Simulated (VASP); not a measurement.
## RbBeBr3: structure and properties in VASP

What structure does RbBeBr3 take at this level, and what are its properties? The steps: rough relaxation of the start cell, relaxing cell and atoms (PBE + D3(BJ)), density, ELF and potential (PBE + D3(BJ)), band structure (PBE + D3(BJ)), density of states (PBE + D3(BJ)), core levels (PBE + D3(BJ)) and bands along the symmetry lines (TB-mBJ). The cell is invented: it takes the structure of a Materials Project entry for RbCaBr3 (space group 8 there), with some of its atoms replaced by other elements, volume scaled by an estimate. It may not be a known or stable phase. Left out of this account: 2 further runs (bands with HSE06: it ended just at its time limit, and its output was not read; orbitals: starting orbitals for a run that is left out).

Calculated with VASP 6.6.1; PBE with D3(BJ); plane waves and PAW (Rb_sv, Br, Be).

Most raw output is cut from this account.

### Step 1. Starting point

Before any relaxation, the start is as follows. It takes space group Cm (No. 8, monoclinic). Conventional cell: a = 7.820 Å, b = 7.823 Å, c = 5.528 Å, α = 90.00°, β = 90.09°, γ = 90.00°. Nearest to Rb lie 12 Br at 3.84 to 3.98 Å. Nearest to Br lie 2 Be at 2.75 to 2.78 Å and 4 Rb at 3.85 to 3.97 Å. Nearest to Br lie 2 Be at 2.76 to 2.77 Å and 4 Rb at 3.84 to 3.98 Å. Be has 6 Br at 2.75 to 2.78 Å nearest. It derives from RbCaBr3. it takes the structure of a Materials Project entry for RbCaBr3 (space group 8 there), with some of its atoms replaced by other elements, volume scaled by an estimate. Farther neighbours and most contacts between anions are not listed.

As a file:

```cif
data_structure
_symmetry_space_group_name_H-M 'Cm'
_symmetry_Int_Tables_number 8
_cell_length_a 7.8198
_cell_length_b 7.8233
_cell_length_c 5.5281
_cell_angle_alpha 90.000
_cell_angle_beta 90.088
_cell_angle_gamma 90.000
_cell_volume 338.19
loop_
_atom_site_label
_atom_site_type_symbol
_atom_site_symmetry_multiplicity
_atom_site_Wyckoff_symbol
_atom_site_fract_x
_atom_site_fract_y
_atom_site_fract_z
_atom_site_occupancy
Rb1 Rb 2 a 0.99836 0.00000 0.99810 1
Br1 Br 4 b 0.74703 0.25143 0.48582 1
Br2 Br 2 a 0.50770 0.00000 0.98396 1
Be1 Be 2 a 0.49515 0.00000 0.48301 1
```

### Step 2. Rough relaxation of the start cell

The start is only an estimate, so a cheap relaxation brings it near a minimum before any careful run. PBE, the usual starting point, adds the gradient of the density. A dispersion term adds the long-range attraction that semilocal functionals lack. D3 with Becke-Johnson damping keeps a finite attraction at short range.

Contents of INCAR:

```
SYSTEM = RbBeBr3
PREC = Normal
ENCUT = 400
EDIFF = 1E-05
NELM = 60
ISMEAR = -1
SIGMA = 0.05
LREAL = .FALSE.
ALGO = Fast
GGA = PE
IVDW = 12
NBANDS = 22
LORBIT = 11
LWAVE = .FALSE.
LCHARG = .FALSE.
KPAR = 2
IBRION = 2
NSW = 40
ISIF = 3
EDIFFG = -0.04
```

Contents of POSCAR:

```
RbBeBr3
1.0
    3.9098900000     -3.9116690000      0.0000000000
    3.9098900000      3.9116690000      0.0000000000
   -0.0085030000      0.0000000000      5.5281230000
Rb Br Be
1 3 1
Direct
    0.9983640000      0.9983640000      0.9981020000
    0.4956050000      0.9984610000      0.4858190000
    0.5077010000      0.5077010000      0.9839570000
    0.9984610000      0.4956050000      0.4858190000
    0.4951480000      0.4951480000      0.4830130000
```

Contents of KPOINTS:

```
Automatic mesh
0
Gamma
3 3 3
0 0 0
```

The projector-augmented-wave data sets are Rb_sv, Br and Be (PBE family, release 64).

Launch:

```
$ mpirun -np 2 vasp_std
```

It took 3.4 min on 2 MPI ranks of Intel Xeon Platinum 8488C (Sapphire Rapids), shared host; peak memory 0.35 GiB.

The relaxation used up its NSW steps before forces and stress met EDIFFG.

The next step goes on from the cell that it reached.

### Step 3. Relaxing cell and atoms (PBE + D3(BJ))

Properties are meant for the cell that this level of theory prefers, so cell and atoms are relaxed first (ISIF = 3) until forces and stress are small; EDIFFG sets the threshold.

Contents of INCAR:

```
SYSTEM = RbBeBr3
PREC = Accurate
ENCUT = 400
EDIFF = 1E-06
NELM = 100
ISMEAR = -1
SIGMA = 0.05
LREAL = .FALSE.
ALGO = Normal
GGA = PE
IVDW = 12
NBANDS = 22
LORBIT = 11
LWAVE = .FALSE.
LCHARG = .FALSE.
KPAR = 2
IBRION = 2
NSW = 60
ISIF = 3
EDIFFG = -0.01
```

Contents of POSCAR:

```
RbBeBr3
1.0
    3.8929175230     -3.6078884101      0.3187850456
    3.8929175230      3.6078884101      0.3187850456
    0.4217128277      0.0000000000      5.7386948685
Rb Br Be
1 3 1
Direct
    0.0114395215      0.0114395215      0.9548875297
    0.5438864420      0.0438299031      0.5275334667
    0.5151932364      0.5151932364      0.0423034508
    0.0438299031      0.5438864420      0.5275334667
    0.3809298971      0.3809298971      0.3844520860
```

Contents of KPOINTS:

```
Automatic mesh
0
Gamma
5 5 5
0 0 0
```

Launch:

```
$ mpirun -np 2 vasp_std
```

The job ended after 12 min (2 MPI ranks; peak memory 0.57 GiB; 24 min of CPU time).

The gap is read on the k-mesh alone, so it is an upper bound where the band edges lie off the mesh. The run keeps the 2 symmetry operations of its start, so it cannot find a distortion of lower symmetry.

Step by step (22 of 31):

| step | energy less that of the first step (eV) | largest force (eV/Å) | pressure (GPa) | volume (Å³) |
| --- | --- | --- | --- | --- |
| 1 | 0.0000 | 0.1920 | 0.32 | 160.23 |
| 2 | -0.0040 | 0.1043 | -0.15 | 161.74 |
| 4 | -0.0056 | 0.1023 | -0.05 | 161.38 |
| 5 | -0.0088 | 0.0884 | -0.03 | 161.13 |
| 7 | -0.0125 | 0.1102 | 0.01 | 160.62 |
| 8 | -0.0144 | 0.0660 | -0.07 | 160.63 |
| 10 | -0.0204 | 0.0564 | 0.01 | 159.82 |
| 11 | -0.0185 | 0.2080 | 0.17 | 158.54 |
| 12 | -0.0213 | 0.1076 | 0.07 | 159.37 |
| 14 | -0.0222 | 0.0467 | -0.01 | 159.45 |
| 15 | -0.0227 | 0.0478 | 0.01 | 159.40 |
| 17 | -0.0239 | 0.0279 | 0.02 | 159.48 |
| 18 | -0.0239 | 0.0253 | -0.01 | 159.62 |
| 20 | -0.0242 | 0.0246 | 0.00 | 159.76 |
| 21 | -0.0243 | 0.0308 | 0.01 | 159.96 |
| 22 | -0.0244 | 0.0227 | -0.03 | 160.15 |
| 24 | -0.0246 | 0.0155 | -0.01 | 160.12 |
| 25 | -0.0246 | 0.0155 | 0.00 | 160.08 |
| 27 | -0.0248 | 0.0336 | -0.02 | 160.04 |
| 28 | -0.0248 | 0.0279 | -0.01 | 159.98 |
| 30 | -0.0249 | 0.0102 | 0.00 | 159.79 |
| 31 | -0.0249 | 0.0082 | 0.00 | 159.77 |

| cell as run | before | after | change |
| --- | --- | --- | --- |
| a (Å) | 5.317 | 5.450 | +2.5 % |
| b (Å) | 5.317 | 5.450 | +2.5 % |
| c (Å) | 5.754 | 5.451 | -5.3 % |
| α (°) | 83.49 | 84.46 | +1.2 % |
| β (°) | 83.49 | 84.46 | +1.2 % |
| γ (°) | 85.46 | 84.59 | -1.0 % |
| volume (Å³/atom) | 32.05 | 31.95 | -0.3 % |

The atoms that moved most (Å, as changes of fractional coordinates times the final cell):

| atom | dx | dy | dz | length |
| --- | --- | --- | --- | --- |
| Rb1 | -0.133 | 0.000 | 0.145 | 0.197 |
| Br3 | 0.153 | 0.000 | -0.038 | 0.157 |
| Be5 | 0.050 | 0.000 | -0.044 | 0.067 |
| Br2 | -0.035 | 0.043 | -0.032 | 0.063 |
| Br4 | -0.035 | -0.043 | -0.032 | 0.063 |

The relaxed structure:

```cif
data_structure
_symmetry_space_group_name_H-M 'P 1'
_symmetry_Int_Tables_number 1
_cell_length_a 5.4495
_cell_length_b 5.4495
_cell_length_c 5.4507
_cell_angle_alpha 84.455
_cell_angle_beta 84.455
_cell_angle_gamma 84.588
_cell_volume 159.77
loop_
_atom_site_label
_atom_site_type_symbol
_atom_site_fract_x
_atom_site_fract_y
_atom_site_fract_z
_atom_site_occupancy
Rb1 Rb 0.99367 0.99367 0.98323 1
Br2 Br 0.53401 0.04554 0.52212 1
Br3 Br 0.53456 0.53456 0.03355 1
Br4 Br 0.04554 0.53401 0.52212 1
Be5 Be 0.38751 0.38751 0.37569 1
```

Numbers from this step:

```
electrons                       : 32
bands                           : 22
irreducible k-points            : 39
symmetry operations             : 2
free energy (TOTEN)             : -17.19 eV
Fermi energy                    : 0.333 eV
pressure                        : 7.15e-4 GPa
metallic                        : no
valence top at k                : 0.4, 0.4, 0.4
conduction bottom at k          : 0, 0, 0
least direct gap at k           : 0, 0, 0
SCF cycles over all ionic steps : 190
gap on the k-mesh               : 4.105 eV
least direct gap on the k-mesh  : 4.443 eV
```

It ends with a largest force of 0.008 eV/Å and a pressure of 0.00 GPa.

### Step 4. Density, ELF and potential (PBE + D3(BJ))

A single point on the relaxed cell gives a clean self-consistent state, with density, ELF and potential written out.

Changes to INCAR since step 3:

```diff
@@ -14,7 +14,5 @@
 LWAVE = .FALSE.
-LCHARG = .FALSE.
-KPAR = 2
-IBRION = 2
-NSW = 60
-ISIF = 3
-EDIFFG = -0.01
+LCHARG = .TRUE.
+ISIF = 2
+LELF = .TRUE.
+LVHAR = .TRUE.
```

Contents of POSCAR:

```
RbBeBr3
1.0
    4.0228126012     -3.6671894619      0.2571175012
    4.0228126012      3.6671894619      0.2571175012
    0.3658341012      0.0000000000      5.4384423269
Rb Br Be
1 3 1
Direct
    0.9936651526      0.9936651526      0.9832275554
    0.5340062116      0.0455416199      0.5221225855
    0.5345588049      0.5345588049      0.0335450837
    0.0455416199      0.5340062116      0.5221225855
    0.3875072112      0.3875072112      0.3756921898
```

KPOINTS is that of step 3.

Launch:

```
$ mpirun -np 2 vasp_std
```

Elapsed: 36 s, on 2 MPI ranks; peak memory 0.43 GiB; 69 s of CPU time.

Numbers from this step:

| Quantity | Value |
| --- | --- |
| SCF cycles | 13 |
| Fermi energy | 0.3343 eV |
| pressure | 1.99e-4 GPa |

Valence electrons inside each PAW sphere by angular momentum. Sphere charges, by row:

| atom | s (e) | p (e) | d (e) | tot (e) |
| --- | --- | --- | --- | --- |
| Rb1 | 1.935 | 5.356 | 0.014 | 7.304 |
| Br2 | 1.607 | 3.305 | 0.013 | 4.925 |
| Br3 | 1.607 | 3.305 | 0.013 | 4.925 |
| Br4 | 1.607 | 3.305 | 0.013 | 4.925 |
| Be5 | 0.399 | 0.601 | 0 | 1 |

ELF in the ac plane of the cell as run, not the conventional one, at fractional y = 0.534, with atoms of Br within 0.2 Å of it. It is the smooth field of the valence electrons, not physical close to the nuclei.

Values, 15 rows by 15 columns, each cell a mean:
```
0.01 0.01 0.02 0.19 0.60 0.84 0.89 0.85 0.80 0.86 0.88 0.80 0.48 0.10 0.02
0.13 0.10 0.04 0.05 0.30 0.69 0.85 0.88 0.87 0.86 0.81 0.59 0.20 0.04 0.06
0.54 0.50 0.27 0.07 0.07 0.29 0.62 0.76 0.78 0.73 0.55 0.22 0.05 0.11 0.35
0.82 0.80 0.66 0.35 0.09 0.05 0.17 0.36 0.43 0.35 0.16 0.05 0.13 0.46 0.73
0.89 0.88 0.83 0.67 0.34 0.08 0.03 0.05 0.07 0.05 0.02 0.09 0.41 0.76 0.87
0.82 0.83 0.85 0.80 0.62 0.30 0.07 0.02 0.01 0.01 0.03 0.24 0.65 0.85 0.87
0.57 0.57 0.79 0.84 0.76 0.52 0.18 0.04 0.01 0.01 0.05 0.35 0.74 0.87 0.83
0.62 0.55 0.78 0.85 0.81 0.58 0.20 0.07 0.04 0.02 0.04 0.30 0.73 0.88 0.86
0.85 0.80 0.83 0.84 0.74 0.42 0.16 0.16 0.15 0.06 0.03 0.15 0.58 0.85 0.89
0.86 0.83 0.79 0.69 0.48 0.28 0.32 0.49 0.48 0.28 0.08 0.05 0.28 0.69 0.85
0.73 0.69 0.55 0.36 0.26 0.38 0.66 0.78 0.75 0.61 0.34 0.09 0.07 0.31 0.63
0.38 0.34 0.20 0.14 0.28 0.61 0.81 0.85 0.84 0.79 0.67 0.35 0.08 0.06 0.22
0.07 0.07 0.05 0.14 0.45 0.75 0.84 0.81 0.81 0.85 0.83 0.67 0.29 0.04 0.03
0.01 0.01 0.04 0.25 0.61 0.81 0.83 0.63 0.57 0.81 0.88 0.81 0.55 0.14 0.01
0.00 0.01 0.05 0.31 0.68 0.85 0.85 0.63 0.49 0.78 0.89 0.84 0.62 0.20 0.02
```
Columns run along a (5.4 Å), rows up along c (5.5 Å). Atoms in or near the plane, at fractional coordinates: Br at (0.53, 0.03), Br at (0.05, 0.52).

Valence density in the ac plane of the cell as run, not the conventional one, at fractional y = 0.534, with atoms of Br within 0.2 Å of it. It is the smooth field of the valence electrons, not physical close to the nuclei.

Values in e/Å³, 15 rows by 15 columns, each cell a mean:
```
 0.0  0.0  0.0  0.0  0.1  0.4  0.9  1.1  1.0  1.1  0.8  0.3  0.1  0.0  0.0
 0.0  0.0  0.0  0.0  0.1  0.2  0.4  0.8  0.9  0.7  0.4  0.2  0.1  0.0  0.0
 0.1  0.1  0.1  0.0  0.0  0.1  0.2  0.3  0.3  0.3  0.2  0.1  0.0  0.1  0.1
 0.3  0.3  0.2  0.1  0.0  0.0  0.0  0.1  0.1  0.1  0.1  0.0  0.1  0.1  0.2
 0.8  0.8  0.5  0.2  0.1  0.0  0.0  0.0  0.0  0.0  0.0  0.0  0.1  0.3  0.6
 1.0  1.1  0.9  0.5  0.2  0.1  0.0  0.0  0.0  0.0  0.0  0.1  0.2  0.6  1.1
 0.1  0.2  1.1  0.7  0.3  0.1  0.0  0.0  0.0  0.0  0.0  0.1  0.2  0.8  1.1
 0.3  0.3  1.1  0.8  0.4  0.2  0.1  0.0  0.0  0.0  0.0  0.1  0.2  0.7  1.1
 1.1  1.1  1.0  0.7  0.3  0.2  0.1  0.1  0.0  0.0  0.0  0.0  0.1  0.4  0.9
 0.7  0.7  0.6  0.4  0.2  0.2  0.2  0.1  0.1  0.1  0.0  0.0  0.1  0.2  0.4
 0.2  0.2  0.2  0.2  0.2  0.2  0.3  0.3  0.3  0.2  0.1  0.0  0.0  0.1  0.1
 0.1  0.1  0.1  0.1  0.1  0.3  0.5  0.7  0.7  0.4  0.2  0.1  0.0  0.0  0.0
 0.0  0.0  0.0  0.1  0.2  0.4  0.9  1.1  1.1  0.9  0.5  0.2  0.1  0.0  0.0
 0.0  0.0  0.0  0.1  0.2  0.6  1.1  0.6  0.3  1.0  0.8  0.3  0.1  0.0  0.0
 0.0  0.0  0.0  0.1  0.2  0.6  1.1  0.4 -0.2  0.9  1.0  0.4  0.1  0.0  0.0
```
Columns run along a (5.4 Å), rows up along c (5.5 Å). Atoms in or near the plane, at fractional coordinates: Br at (0.53, 0.03), Br at (0.05, 0.52).

Electrostatic potential energy in the ac plane of the cell as run, not the conventional one, at fractional y = 0.534, with atoms of Br within 0.2 Å of it. With pseudopotentials it is smooth inside the atoms' cores, unlike the true potential.

Values in eV, 15 rows by 15 columns, each cell a mean:
```
  5   5   5   5   4   0 -22 -49 -52 -46 -16   1   4   5   5
  5   5   5   5   5   3  -2 -15 -24 -15  -2   3   5   5   5
  4   4   5   5   5   5   3   1   0   1   3   4   5   5   4
  1   2   3   5   5   5   5   4   4   4   5   5   4   4   2
-19 -14  -3   3   4   5   5   5   5   5   5   5   4   0  -9
-49 -47 -27  -3   3   4   4   4   4   5   5   4   2  -8 -38
-42 -45 -46 -12   1   2   2   3   4   4   5   4   1 -16 -50
-46 -47 -47 -15  -2  -1  -1   1   3   4   5   4   2 -12 -47
-45 -47 -30  -7  -3  -5  -5  -1   2   4   5   5   4  -1 -23
 -9 -11  -5  -1  -3  -5  -6  -2   2   4   5   5   5   3  -1
  3   2   2   2   0  -3  -4  -2   1   3   4   5   5   5   4
  5   4   4   3   2  -1  -4  -9  -9  -2   3   5   5   5   5
  5   5   5   4   3  -2 -20 -42 -43 -26  -4   3   5   5   5
  5   5   5   4   3  -6 -40 -50 -46 -49 -18   1   4   5   5
  5   5   5   5   3  -6 -41 -47 -39 -51 -26   0   4   5   5
```
Columns run along a (5.4 Å; values clipped at the 3rd and 97th percentile), rows up along c (5.5 Å). Atoms in or near the plane, at fractional coordinates: Br at (0.53, 0.03), Br at (0.05, 0.52).

In this run the pressure is 0.00 GPa, small enough to go on.

### Step 5. Band structure (PBE + D3(BJ))

Levels along the symmetry lines show where the bands peak and cross; KPOINTS_OPT computes them in the converged potential.

Contents of INCAR:

```
SYSTEM = RbBeBr3
PREC = Accurate
ENCUT = 400
EDIFF = 1E-06
NELM = 100
ISMEAR = -1
SIGMA = 0.05
LREAL = .FALSE.
ALGO = Normal
GGA = PE
IVDW = 12
NBANDS = 31
LORBIT = 11
LWAVE = .FALSE.
LCHARG = .FALSE.
KPAR = 2
```

POSCAR is that of step 4.

KPOINTS is that of step 4.

Contents of KPOINTS_OPT:

```
Line mode
16
Line-mode
Reciprocal
  0.00000000   0.00000000   0.00000000 GAMMA
 -0.46375608  -0.46375608  -0.62479985 Y

 -0.46375608  -0.46375608  -0.62479985 Y
 -0.42024339  -0.42024339  -0.66000341 F

 -0.42024339  -0.42024339  -0.66000341 F
 -0.50000000  -0.50000000  -0.50000000 L

 -0.50000000  -0.50000000  -0.50000000 L
 -0.58016882  -0.41983118  -0.50000000 I

 -0.41983118   0.41983118   0.50000000 I1
  0.00000000   0.00000000   0.50000000 Z

  0.00000000   0.00000000   0.50000000 Z
 -0.50726876  -0.50726876   0.41040372 H

 -0.50726876  -0.50726876   0.41040372 H
 -0.57975661  -0.57975661  -0.33999659 F1

 -0.49273124   0.50726876  -0.41040372 H1
 -0.53624392   0.46375608  -0.37520015 Y1

 -0.53624392   0.46375608  -0.37520015 Y1
 -0.50000000   0.50000000   0.00000000 X

 -0.50000000   0.50000000   0.00000000 X
  0.00000000   0.00000000   0.00000000 GAMMA

  0.00000000   0.00000000   0.00000000 GAMMA
 -0.50000000   0.00000000  -0.50000000 N

 -0.50000000   0.00000000   0.00000000 M
  0.00000000   0.00000000   0.00000000 GAMMA
```

Launch:

```
$ mpirun -np 2 vasp_std
```

Elapsed: 3.7 min, on 2 MPI ranks; peak memory 0.67 GiB; 7.3 min of CPU time.

Within 0.02 Å the cell has space group R3m; at a tight tolerance a small distortion makes it Cm. Spin-orbit coupling is off here; it would split degenerate levels, and it lifts a valence top of Br p states by about 0.1 eV. The path was typed for another setting of this lattice: F, F1, H, H1, X, Y and Y1 lie outside the first zone, so these labels don't mark the standard points and true extrema may be missed.

This step gave:

* bands: 31
* Fermi energy: 0.3954 eV
* pressure: -2.64e-4 GPa
* least gap on mesh and path: 4.067 eV
* least direct gap on mesh and path: 4.443 eV
* valence top at k: -0.5, -0.5, -0.5

The electronic bands at the labelled points (eV, zero at the valence-band top; v1 is the highest filled band, c1 the lowest empty one):

| point | v4 | v3 | v2 | v1 | c1 | c2 | c3 | c4 |
| --- | --- | --- | --- | --- | --- | --- | --- | --- |
| Γ | -0.80 | -0.52 | -0.51 | -0.38 | 4.07 | 4.23 | 5.99 | 5.99 |
| 0.47 of the way | -0.88 | -0.67 | -0.67 | -0.23 | 5.06 | 5.70 | 6.25 | 6.84 |
| Y | -0.92 | -0.35 | -0.28 | -0.10 | 4.98 | 6.58 | 6.71 | 6.83 |
| 0.47 of the way | -0.95 | -0.37 | -0.29 | -0.14 | 5.02 | 6.60 | 6.79 | 6.93 |
| F | -0.99 | -0.40 | -0.32 | -0.18 | 5.08 | 6.57 | 6.88 | 7.06 |
| 0.53 of the way | -0.90 | -0.30 | -0.27 | -0.05 | 4.91 | 6.51 | 6.64 | 6.72 |
| L | -0.88 | -0.26 | -0.26 | 0.00 | 4.85 | 6.40 | 6.61 | 6.61 |
| 0.47 of the way | -0.88 | -0.27 | -0.27 | -0.02 | 4.87 | 6.44 | 6.62 | 6.64 |
| I | -0.91 | -0.31 | -0.28 | -0.07 | 4.94 | 6.56 | 6.66 | 6.77 |
| jump to I1 | -0.91 | -0.31 | -0.28 | -0.07 | 4.94 | 6.56 | 6.66 | 6.77 |
| 0.47 of the way | -1.19 | -0.63 | -0.55 | -0.45 | 5.31 | 6.42 | 6.98 | 7.50 |
| Z | -1.22 | -0.98 | -0.70 | -0.56 | 5.11 | 5.94 | 6.54 | 7.23 |
| 0.47 of the way | -1.12 | -0.67 | -0.54 | -0.32 | 5.31 | 6.14 | 6.87 | 7.44 |
| H | -0.88 | -0.31 | -0.27 | -0.03 | 4.91 | 6.46 | 6.66 | 6.69 |
| 0.53 of the way | -1.11 | -1.01 | -0.63 | -0.21 | 5.55 | 6.82 | 7.01 | 7.56 |
| F1 | -0.99 | -0.40 | -0.32 | -0.18 | 5.08 | 6.57 | 6.88 | 7.06 |
| jump to H1 | -0.88 | -0.31 | -0.27 | -0.03 | 4.91 | 6.46 | 6.66 | 6.69 |
| 0.53 of the way | -0.90 | -0.33 | -0.27 | -0.06 | 4.94 | 6.53 | 6.68 | 6.75 |
| Y1 | -0.92 | -0.35 | -0.28 | -0.10 | 4.98 | 6.58 | 6.71 | 6.83 |
| 0.47 of the way | -0.96 | -0.69 | -0.46 | -0.18 | 5.34 | 6.78 | 6.89 | 7.22 |
| X | -1.11 | -1.02 | -0.62 | -0.19 | 5.58 | 6.87 | 7.08 | 7.56 |
| 0.47 of the way | -1.08 | -0.84 | -0.71 | -0.49 | 4.96 | 5.68 | 6.78 | 6.99 |
| Γ | -0.80 | -0.52 | -0.51 | -0.38 | 4.07 | 4.23 | 5.99 | 5.99 |
| 0.53 of the way | -0.98 | -0.88 | -0.61 | -0.39 | 4.91 | 5.65 | 6.63 | 6.83 |
| N | -1.12 | -1.02 | -0.62 | -0.19 | 5.58 | 6.87 | 7.08 | 7.56 |
| jump to M | -1.23 | -0.98 | -0.71 | -0.55 | 5.11 | 5.94 | 6.55 | 7.23 |

Of the projections kept (Rb, Br, Be), the largest for each band there; the rest of the weight can lie on other orbitals:

| point | v4 | v3 | v2 | v1 | c1 | c2 | c3 | c4 |
| --- | --- | --- | --- | --- | --- | --- | --- | --- |
| Γ | Br 0.92 | Br 0.96 | Br 0.96 | Br 1.00 | Be 0.55 | Br 0.58 | Rb 0.59 | Rb 0.60 |
| Y | Br 0.93 | Br 1.00 | Br 1.00 | Br 1.00 | Be 0.49 | Br 0.49 | Br 0.49 | Br 0.52 |
| F | Br 0.93 | Br 0.99 | Br 1.00 | Br 1.00 | Be 0.49 | Br 0.50 | Br 0.43 | Br 0.52 |
| L | Br 0.92 | Br 1.00 | Br 1.00 | Br 1.00 | Be 0.48 | Br 0.46 | Br 0.50 | Br 0.50 |
| I | Br 0.93 | Br 1.00 | Br 1.00 | Br 1.00 | Be 0.48 | Br 0.47 | Br 0.50 | Br 0.50 |
| I1 | Br 0.93 | Br 1.00 | Br 1.00 | Br 1.00 | Be 0.48 | Br 0.47 | Br 0.50 | Br 0.50 |

The path lowers the gap by 0.04 eV against the mesh alone, so a band edge lies off the mesh.

### Step 6. Density of states (PBE + D3(BJ))

A density of states needs more k-points than a total energy; ISMEAR = -5 takes tetrahedra, and LORBIT projects the states on the PAW spheres. The mesh is finer than in the run before.

Changes to INCAR since step 5:

```diff
@@ -5,3 +5,3 @@
 NELM = 100
-ISMEAR = -1
+ISMEAR = -5
 SIGMA = 0.05
@@ -16 +16,2 @@
 KPAR = 2
+NEDOS = 2001
```

POSCAR is that of step 5.

Contents of KPOINTS:

```
Automatic mesh
0
Gamma
7 7 7
0 0 0
```

Launch:

```
$ mpirun -np 2 vasp_std
```

Run time: 2.2 min. Hardware: 2 MPI ranks; peak memory 0.82 GiB.

This step gave:

```
irreducible k-points : 100
Fermi energy         : -0.691 eV
pressure             : -3.12e-4 GPa
valence top at k     : 0.4286, 0.4286, 0.4286
gap on the k-mesh    : 4.087 eV
```

(Part 1 of 2 ends here.)

[Lines on the potential files, build, host, timing and source positions are cut from VASP's logs without a mark.]

[Logs are printed without paths, hosts, clocks, repeated set-up lines and the standing remarks that a program may print on its own settings, such as how far it seeks lower states.]

[Hosts, paths, dates, database ids (printed as entryN), source tags and the programs' standing remarks are cut or masked in the printed files.]

[A measured line is paired with the nearest computed mode of its activity, which favours agreement.]
